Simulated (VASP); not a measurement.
# Initial- and final-state core-level shifts of Al7Ir, part 2 of 3

Aim: how the core levels of Al7Ir differ from atom to atom, with and without the screening of the hole.

VASP 6.6.1, plane waves and PAW; the level of theory is named at each step.

So far. Step 2 (Relaxation): At PBEsol, with these data sets, the largest force is down to 0.034 eV/Å.

### 3. Initial state

Level of this step: PBEsol; plane waves and PAW (Al, Ir) (VASP).

The cell without a hole gives, with ICORELEVEL = 1, the Kohn-Sham core levels of the initial state.

INCAR

```
SYSTEM = Al7Ir
PREC = Normal
ENCUT = 330
EDIFF = 1E-05
NELM = 120
ISMEAR = 0
SIGMA = 0.1
LREAL = Auto
ALGO = Fast
GGA = PS
NBANDS = 46
LASPH = .TRUE.
LORBIT = 11
LWAVE = .FALSE.
LCHARG = .FALSE.
KPAR = 8
ICORELEVEL = 1
ISIF = 0
```

POSCAR

```
Al7Ir
1.0
   -8.0407019296      0.0000000000      0.0000000000
    6.0305264472     -6.0305264472      4.0203509648
    8.0407019296      8.0407019296      0.0000000000
Al Ir
14 2
Direct
    0.9910331055      0.4984634601      0.1231439236
    0.0103209964      0.4932384551      0.6121696876
    0.9674890305      0.4918757060      0.8596573990
    0.0604134293      0.0248446279      0.0225122781
    0.9846169144      0.9945080947      0.2380435173
    0.9521744981      0.9751861408      0.4789224804
    0.0163331134      0.0108155966      0.7610976807
    0.5478255019      0.5248138592      0.1460775196
    0.5153830856      0.5054919053      0.3869564827
    0.4395865707      0.4751553721      0.6024877219
    0.4836668866      0.4891844034      0.8639023193
    0.4896790036      0.0067615449      0.0128303124
    0.5089668945      0.0015365399      0.5018560764
    0.5325109695      0.0081242940      0.7653426010
    0.0546915273      0.5339878981      0.3914482442
    0.4453084727      0.9660121019      0.2335517558
```

KPOINTS

```
Automatic mesh
0
Gamma
8 5 5
0 0 0
```

PAW data sets: Al and Ir (PBE family, release 64).

Started as:

```sh
mpirun -np 8 vasp_std
```

The log of the run:

```text
[banner, memory and clock lines left out]
running    8 mpi-ranks, on    1 nodes
 distrk:  each k-point on    1 cores,    8 groups
 distr:  one band on    1 cores,    1 groups

 POSCAR found type information on POSCAR AlIr
 POSCAR found :  2 types and      16 ions
 [... a notice as in an earlier step ...]

 [... a notice as in an earlier step ...]

 LDA part: xc-table for (Slater+PW92), standard interpolation
 [... a notice as in an earlier step ...]

 POSCAR, INCAR and KPOINTS ok, starting setup
 FFT: planning ... GRIDC
 FFT: planning ... GRID_SOFT
 FFT: planning ... GRID
 WAVECAR not read
 entering main loop
       N       E                     dE             d eps       ncg     rms          rms(c)
DAV:   1     0.109245116010E+03    0.10925E+03   -0.16410E+04  9292   0.743E+02
DAV:   2    -0.679817349665E+02   -0.17723E+03   -0.15634E+03 10174   0.171E+02
DAV:   3    -0.821922324097E+02   -0.14210E+02   -0.13473E+02 12096   0.421E+01
DAV:   4    -0.825883758044E+02   -0.39614E+00   -0.39335E+00 11596   0.861E+00
DAV:   5    -0.825999240173E+02   -0.11548E-01   -0.11540E-01 11552   0.141E+00    0.166E+01
RMM:   6    -0.818151518531E+02    0.78477E+00   -0.13661E+01  9692   0.172E+01    0.781E+00
RMM:   7    -0.805766561150E+02    0.12385E+01   -0.21846E+00  9351   0.108E+01    0.357E+00
RMM:   8    -0.804369877724E+02    0.13967E+00   -0.29366E-01  9937   0.204E+00    0.133E+00
RMM:   9    -0.804074825815E+02    0.29505E-01   -0.97236E-02 10877   0.900E-01    0.409E-01
RMM:  10    -0.804049795747E+02    0.25030E-02   -0.11841E-02 11491   0.531E-01    0.225E-01
RMM:  11    -0.804050855039E+02   -0.10593E-03   -0.52679E-03 12142   0.269E-01    0.127E-01
RMM:  12    -0.804050619884E+02    0.23516E-04   -0.10253E-03 11112   0.190E-01    0.648E-02
RMM:  13    -0.804050786074E+02   -0.16619E-04   -0.30092E-04 12393   0.733E-02    0.248E-02
RMM:  14    -0.804050731158E+02    0.54916E-05   -0.52991E-05  8803   0.257E-02
   1 F= -.80405073E+02 E0= -.80388455E+02  d E =-.332370E-01
```

Wall time 3.3 min (8 MPI ranks of AMD EPYC 7R43, shared host); peak memory 4.1 GiB.

OUTCAR, selected parts (step 3):

```text
 Found    101 irreducible k-points:

   k-points           NKPTS =    101   k-points in BZ     NKDIM =    101   number of bands    NBANDS=     46

   NELECT =      60.0000    total number of electrons

 the core state eigenenergies are
   1-  1s  -1498.0932  2s    -95.3232  2p    -56.7819
   2-  1s  -1498.1622  2s    -95.3630  2p    -56.8234
   3-  1s  -1498.2168  2s    -95.3937  2p    -56.8557
   4-  1s  -1498.2526  2s    -95.4381  2p    -56.8987
   5-  1s  -1498.1324  2s    -95.3191  2p    -56.7809
   6-  1s  -1498.0470  2s    -95.2724  2p    -56.7318
   7-  1s  -1498.0594  2s    -95.3129  2p    -56.7705
   8-  1s  -1498.0470  2s    -95.2724  2p    -56.7317
   9-  1s  -1498.1324  2s    -95.3191  2p    -56.7809
  10-  1s  -1498.2526  2s    -95.4381  2p    -56.8987
  11-  1s  -1498.0594  2s    -95.3129  2p    -56.7705
  12-  1s  -1498.1622  2s    -95.3630  2p    -56.8234
  13-  1s  -1498.0932  2s    -95.3232  2p    -56.7819
  14-  1s  -1498.2168  2s    -95.3937  2p    -56.8557
  15-  1s -76089.1315  2s -13297.3280  2p -11547.1594  3s  -3099.7935  3p  -2588.2793
       3d  -2026.2441  4s   -650.5384  4p   -482.8293  4d   -277.1206  4f    -48.4821
       5s    -84.1020  5p    -40.9004
  16-  1s -76089.1315  2s -13297.3280  2p -11547.1594  3s  -3099.7935  3p  -2588.2793
       3d  -2026.2441  4s   -650.5384  4p   -482.8293  4d   -277.1205  4f    -48.4821
       5s    -84.1020  5p    -40.9004

 E-fermi :   8.1072

 k-point     1 :       0.0000    0.0000    0.0000
  band No.  band energies     occupation
    ...
     25       6.5535      2.00000
     26       6.5625      2.00000
     27       7.9941      1.89033
     28       8.0412      1.64973
     29       8.1548      0.50130
     30       8.4337      0.00000
     31       8.4735      0.00000
     32       8.6027      0.00000
     33       8.9961      0.00000
     34       9.1593      0.00000
    ...

 k-point     2 :       0.1250    0.0000    0.0000
  band No.  band energies     occupation
    ...
     25       6.8932      2.00000
     26       7.1070      2.00000
     27       7.2975      2.00000
     28       7.7948      1.99999
     29       8.1035      1.04192
     30       8.2463      0.04926
     31       8.5074      0.00000
     32       8.8121      0.00000
     33       9.0557      0.00000
     34       9.1873      0.00000
    ...

 POSITION                                       TOTAL-FORCE (eV/Angst)
 -----------------------------------------------------------------------------------
     -3.97244     -2.01583      2.00400        -0.031640      0.007716      0.014518
      7.81377      1.94779      1.98299         0.021960     -0.009751     -0.019811
      2.09923      3.94598      1.97751         0.015269     -0.001011     -0.021265
     -0.15493      0.03119      0.09988        -0.011426     -0.018168     -0.021417
     -0.00557     -4.08337      3.99827         0.019436      0.030689     -0.005318
      2.07561     -2.03001      3.92059         0.012923     -0.039752     -0.002046
      6.05365      6.05454      0.04348        -0.006626      0.021499     -0.026294
     -0.06543     -1.99034      2.10994        -0.012923      0.039752      0.002046
      2.01574      0.06302      2.03225        -0.019436     -0.030689      0.005318
      4.17528      1.97899      1.91029         0.011426      0.018168      0.021417
      6.00740      3.99634      1.96669         0.006626     -0.021499      0.026294
     -3.79342      0.06239      0.02718        -0.021960      0.009751      0.019811
     -0.04791      4.02601      0.00618         0.031640     -0.007716     -0.014518
      1.92112      6.10490      0.03266        -0.015269      0.001011      0.021265
      5.92799     -0.07271      2.14682        -0.028324     -0.015335     -0.043701
      4.12289     -3.94764      3.88371         0.028324      0.015335      0.043701
 -----------------------------------------------------------------------------------
    total drift:                                0.000047      0.000035     -0.000037

  FREE ENERGIE OF THE ION-ELECTRON SYSTEM (eV)
  ---------------------------------------------------
  free  energy   TOTEN  =       -80.4050731158 eV

  energy  without entropy=      -80.3718361030  energy(sigma->0) =      -80.38845461

 total charge
# of ion       s       p       d       tot
------------------------------------------
    1        0.404   0.363   0.000   0.767
    2        0.409   0.351   0.000   0.760
    3        0.419   0.336   0.000   0.756
    4        0.397   0.357   0.000   0.754
    5        0.427   0.333   0.000   0.760
    6        0.414   0.352   0.000   0.767
    7        0.407   0.366   0.000   0.773
    8        0.414   0.352   0.000   0.767
    9        0.427   0.333   0.000   0.760
   10        0.397   0.357   0.000   0.754
   11        0.407   0.366   0.000   0.773
   12        0.409   0.351   0.000   0.760
   13        0.404   0.363   0.000   0.767
   14        0.419   0.336   0.000   0.756
   15        0.639   0.553   7.107   8.299
   16        0.639   0.553   7.107   8.299
--------------------------------------------------
tot          7.034   6.023  14.213  27.270

[... 6 parts as in an earlier step ...]

[... 6 further parts left out ...]
```

These are scalar-relativistic Kohn-Sham levels of the ground state, with no core hole, so they are not binding energies.

This step gave:

```yaml
free_energy_toten: -80.4051 eV
energy_at_zero_smearing: -80.3885 eV
fermi_energy: 8.107 eV
```

The two shallowest core shells; atoms whose shallowest level rounds to another's at 0.01 eV are left out. Core levels, by row:

```tsv
atom	shell	level below the Fermi level (eV)
Al1	2s	103.4
Al1	2p	64.89
Al2	2s	103.5
Al2	2p	64.93
Al3	2s	103.5
Al3	2p	64.96
Al4	2s	103.5
Al4	2p	65.01
Al6	2s	103.4
Al6	2p	64.84
Al7	2s	103.4
Al7	2p	64.88
Ir15	4f	56.59
Ir15	5p	49.01
```

### 4. Core hole, atom Al2, shell 2p

This step: final-state core hole with the electron kept at the Fermi level, PBEsol; plane waves and PAW (Al, Al, Ir) (VASP 6.6.1).

A core electron of Al2 (2p) is moved to the Fermi level; this atom comes first in POSCAR as a species of its own.

Edit INCAR of step 3 so:

```diff
@@ -12,3 +12,2 @@
 LASPH = .TRUE.
-LORBIT = 11
 LWAVE = .FALSE.
@@ -16,3 +15,7 @@
 KPAR = 8
-ICORELEVEL = 1
+ICORELEVEL = 2
+CLNT = 1
+CLN = 2
+CLL = 1
+CLZ = 1
 ISIF = 0
```

Edit POSCAR of step 3 so:

```diff
@@ -5,7 +5,7 @@
     8.0407019296      8.0407019296      0.0000000000
-Al Ir
-14 2
+Al Al Ir
+1 13 2
 Direct
+    0.0103209964      0.4932384551      0.6121696876
     0.9910331055      0.4984634601      0.1231439236
-    0.0103209964      0.4932384551      0.6121696876
     0.9674890305      0.4918757060      0.8596573990
```

KPOINTS is that of step 3.

The projector-augmented-wave data sets are Al, Al and Ir (PBE family, release 64).

Started as:

```sh
mpirun -np 8 vasp_std
```

The log of the run:

```text
[banner, memory and clock lines left out]
running    8 mpi-ranks, on    1 nodes
 distrk:  each k-point on    1 cores,    8 groups
 distr:  one band on    1 cores,    1 groups

 POSCAR found type information on POSCAR AlAlIr
 POSCAR found :  3 types and      16 ions
 [... a notice as in an earlier step ...]

 [... a notice as in an earlier step ...]

 LDA part: xc-table for (Slater+PW92), standard interpolation
 [... a notice as in an earlier step ...]

 POSCAR, INCAR and KPOINTS ok, starting setup
 FFT: planning ... GRIDC
 FFT: planning ... GRID_SOFT
 FFT: planning ... GRID
 WAVECAR not read
 entering main loop
       N       E                     dE             d eps       ncg     rms          rms(c)
DAV:   1     0.104335801812E+03    0.10434E+03   -0.16612E+04  9292   0.751E+02
DAV:   2    -0.781795605412E+02   -0.18252E+03   -0.16125E+03 10196   0.175E+02
DAV:   3    -0.932477900527E+02   -0.15068E+02   -0.14221E+02 12168   0.434E+01
DAV:   4    -0.937158329502E+02   -0.46804E+00   -0.46409E+00 12098   0.935E+00
DAV:   5    -0.937312892145E+02   -0.15456E-01   -0.15443E-01 12488   0.155E+00    0.188E+01
RMM:   6    -0.908172882612E+02    0.29140E+01   -0.24404E+01 10104   0.215E+01    0.112E+01
RMM:   7    -0.889820534731E+02    0.18352E+01   -0.46050E+00  9680   0.147E+01    0.362E+00
RMM:   8    -0.888959026496E+02    0.86151E-01   -0.92638E-01 10846   0.319E+00    0.165E+00
RMM:   9    -0.888666522244E+02    0.29250E-01   -0.18848E-01 11874   0.162E+00    0.767E-01
RMM:  10    -0.888610631547E+02    0.55891E-02   -0.31686E-02 11388   0.932E-01    0.378E-01
RMM:  11    -0.888606999888E+02    0.36317E-03   -0.12313E-02 11901   0.487E-01    0.222E-01
RMM:  12    -0.888606445481E+02    0.55441E-04   -0.25253E-03 12058   0.224E-01    0.140E-01
RMM:  13    -0.888606633159E+02   -0.18768E-04   -0.78164E-04 12927   0.120E-01    0.873E-02
RMM:  14    -0.888606631341E+02    0.18180E-06   -0.88051E-05 11082   0.390E-02
   1 F= -.88860663E+02 E0= -.88845703E+02  d E =-.299211E-01
```

The job ended after 3.2 min (8 MPI ranks; peak memory 4.1 GiB; 23 min of CPU time).

OUTCAR, selected parts (step 4):

```text
 Subroutine GETGRP returns: Found  1 space group operations
 (whereof  1 operations were pure point group operations)

The static configuration has the point symmetry C_1 .

 Found    101 irreducible k-points:

   NELECT =      61.0000    total number of electrons

 the core state eigenenergies are
   1-  1s  -1535.1756  2s   -115.7055  2p    -78.2595
   2-  1s  -1498.0088  2s    -95.2407  2p    -56.6992
   3-  1s  -1498.1490  2s    -95.3212  2p    -56.7833
   4-  1s  -1498.3200  2s    -95.4694  2p    -56.9317
   5-  1s  -1498.1880  2s    -95.3396  2p    -56.8033
   6-  1s  -1497.9618  2s    -95.1844  2p    -56.6441
   7-  1s  -1498.0207  2s    -95.2675  2p    -56.7255
   8-  1s  -1498.0093  2s    -95.2242  2p    -56.6841
   9-  1s  -1498.1545  2s    -95.3149  2p    -56.7781
  10-  1s  -1498.2244  2s    -95.4074  2p    -56.8681
  11-  1s  -1498.0956  2s    -95.3217  2p    -56.7806
  12-  1s  -1498.1033  2s    -95.3053  2p    -56.7658
  13-  1s  -1498.0928  2s    -95.3036  2p    -56.7632
  14-  1s  -1498.2071  2s    -95.3595  2p    -56.8226
  15-  1s -76089.1099  2s -13297.3063  2p -11547.1377  3s  -3099.7713  3p  -2588.2571
       3d  -2026.2219  4s   -650.5152  4p   -482.8060  4d   -277.0972  4f    -48.4585
       5s    -84.0761  5p    -40.8728
  16-  1s -76089.1039  2s -13297.3002  2p -11547.1316  3s  -3099.7665  3p  -2588.2523
       3d  -2026.2169  4s   -650.5124  4p   -482.8033  4d   -277.0947  4f    -48.4565
       5s    -84.0776  5p    -40.8759

 E-fermi :   8.1712

 k-point     1 :       0.0000    0.0000    0.0000
  band No.  band energies     occupation
    ...
     25       6.4581      2.00000
     26       6.5899      2.00000
     27       7.7834      2.00000
     28       7.9585      1.99738
     29       8.0410      1.93450
     30       8.3214      0.03369
     31       8.3884      0.00213
     32       8.4295      0.00026
     33       8.9058      0.00000
     34       9.0700      0.00000
    ...

 k-point     2 :       0.1250    0.0000    0.0000
  band No.  band energies     occupation
    ...
     26       7.0094      2.00000
     27       7.2005      2.00000
     28       7.7290      2.00000
     29       7.9984      1.98547
     30       8.1608      1.11769
     31       8.4584      0.00005
     32       8.7476      0.00000
     33       8.8971      0.00000
     34       9.1256      0.00000
     35       9.2408      0.00000
    ...

 POSITION                                       TOTAL-FORCE (eV/Angst)
 -----------------------------------------------------------------------------------
      7.81377      1.94779      1.98299        -0.303239     -0.137909     -0.194471
     -3.97244     -2.01583      2.00400        -0.096164      0.016756      0.012274
      2.09923      3.94598      1.97751        -0.018741      0.013631      0.042727
     -0.15493      0.03119      0.09988         0.025926      0.062629      0.093318
     -0.00557     -4.08337      3.99827         0.071228      0.005467     -0.091246
      2.07561     -2.03001      3.92059         0.019969     -0.007897     -0.035206
      6.05365      6.05454      0.04348        -0.003536     -0.046133     -0.001516
     -0.06543     -1.99034      2.10994        -0.009726      0.037164      0.021475
      2.01574      0.06302      2.03225        -0.123426     -0.030308      0.020267
      4.17528      1.97899      1.91029        -0.050591      0.068168      0.022083
      6.00740      3.99634      1.96669         0.153270     -0.157495      0.000079
     -3.79342      0.06239      0.02718        -0.064651      0.015892      0.020230
     -0.04791      4.02601      0.00618         0.072270     -0.068737      0.066942
      1.92112      6.10490      0.03266         0.026192      0.153329     -0.183965
      5.92799     -0.07271      2.14682         0.020999      0.108230     -0.103470
      4.12289     -3.94764      3.88371         0.280220     -0.032787      0.310478
 -----------------------------------------------------------------------------------
    total drift:                               -0.010280     -0.012468      0.020525

  FREE ENERGIE OF THE ION-ELECTRON SYSTEM (eV)
  ---------------------------------------------------
  free  energy   TOTEN  =       -88.8606631341 eV

  energy  without entropy=      -88.8307420580  energy(sigma->0) =      -88.84570260

[... 6 parts as in an earlier step ...]

[... 5 further parts left out ...]
```

This run has no spin polarisation.

Numbers from this step:

- free energy (TOTEN): -88.8607 eV
- energy at zero smearing: -88.8457 eV
- Fermi energy: 8.171 eV

This is the reference for holes on Al.

### 5. Core hole, atom Al5, shell 2p

The same hole on the next atom.

INCAR is that of step 4.

Edit POSCAR of step 4 so:

```diff
@@ -8,7 +8,7 @@
 Direct
+    0.9846169144      0.9945080947      0.2380435173
+    0.9910331055      0.4984634601      0.1231439236
     0.0103209964      0.4932384551      0.6121696876
-    0.9910331055      0.4984634601      0.1231439236
     0.9674890305      0.4918757060      0.8596573990
     0.0604134293      0.0248446279      0.0225122781
-    0.9846169144      0.9945080947      0.2380435173
     0.9521744981      0.9751861408      0.4789224804
```

KPOINTS is that of step 4.

Started as:

```sh
mpirun -np 8 vasp_std
```

The log of the run:

```text
[... set-up lines as in an earlier step ...]
 entering main loop
       N       E                     dE             d eps       ncg     rms          rms(c)
DAV:   1     0.103245130843E+03    0.10325E+03   -0.16608E+04  9292   0.751E+02
DAV:   2    -0.784952408486E+02   -0.18174E+03   -0.16058E+03 10170   0.174E+02
DAV:   3    -0.935531478748E+02   -0.15058E+02   -0.14212E+02 12216   0.432E+01
DAV:   4    -0.940037409891E+02   -0.45059E+00   -0.44696E+00 11928   0.906E+00
[...]
RMM:  13    -0.889197445556E+02   -0.65183E-04   -0.65058E-04 12129   0.111E-01    0.710E-02
RMM:  14    -0.889197312104E+02    0.13345E-04   -0.18723E-04 11831   0.667E-02    0.443E-02
RMM:  15    -0.889197349337E+02   -0.37233E-05   -0.40922E-05  8508   0.234E-02
   1 F= -.88919735E+02 E0= -.88903656E+02  d E =-.321574E-01
```

It took 2.3 min on 8 MPI ranks; peak memory 4.2 GiB; 16 min of CPU time.

Parts of OUTCAR (step 5):

```text
 POSITION                                       TOTAL-FORCE (eV/Angst)
 -----------------------------------------------------------------------------------
     -0.00557     -4.08337      3.99827         0.093493      0.070510     -0.062959
     -3.97244     -2.01583      2.00400        -0.048802      0.004839     -0.005200
      7.81377      1.94779      1.98299         0.137982      0.106695     -0.011541
      2.09923      3.94598      1.97751        -0.128967     -0.087976      0.006461
     -0.15493      0.03119      0.09988         0.060769      0.049026     -0.036234
      2.07561     -2.03001      3.92059        -0.021284     -0.077076      0.002108
      6.05365      6.05454      0.04348        -0.052488     -0.021836     -0.003961
     -0.06543     -1.99034      2.10994         0.040743     -0.042277      0.066250
      2.01574      0.06302      2.03225        -0.018801      0.034931     -0.114215
      4.17528      1.97899      1.91029        -0.003893      0.058403     -0.013295
      6.00740      3.99634      1.96669         0.031651      0.004610      0.056519
     -3.79342      0.06239      0.02718        -0.117057      0.059467     -0.054173
     -0.04791      4.02601      0.00618         0.068723     -0.114997      0.092050
      1.92112      6.10490      0.03266         0.010362     -0.010839      0.006321
      5.92799     -0.07271      2.14682        -0.035233     -0.053930      0.011528
      4.12289     -3.94764      3.88371        -0.017197      0.020449      0.060343
 -----------------------------------------------------------------------------------
    total drift:                               -0.011749     -0.010125      0.024658

  FREE ENERGIE OF THE ION-ELECTRON SYSTEM (eV)
  ---------------------------------------------------
  free  energy   TOTEN  =       -88.9197349337 eV

  energy  without entropy=      -88.8875775754  energy(sigma->0) =      -88.90365625

[... 2 parts as in an earlier step ...]

[... 1 further part left out ...]
[key lines of the parts left out:]
E-fermi :   8.1734
```

Against the hole on Al2 the energy differs by -0.06 eV.

(Part 2 of 3 ends here.)

[Lines on the potential files, build, host, timing and source positions are cut from VASP's logs without a mark.]

[Logs are printed without paths, hosts, clocks, repeated set-up lines and the standing remarks that a program may print on its own settings, such as how far it seeks lower states.]

[Hosts, paths, dates, database ids (printed as entryN), source tags and the programs' standing remarks are cut or masked in the printed files.]
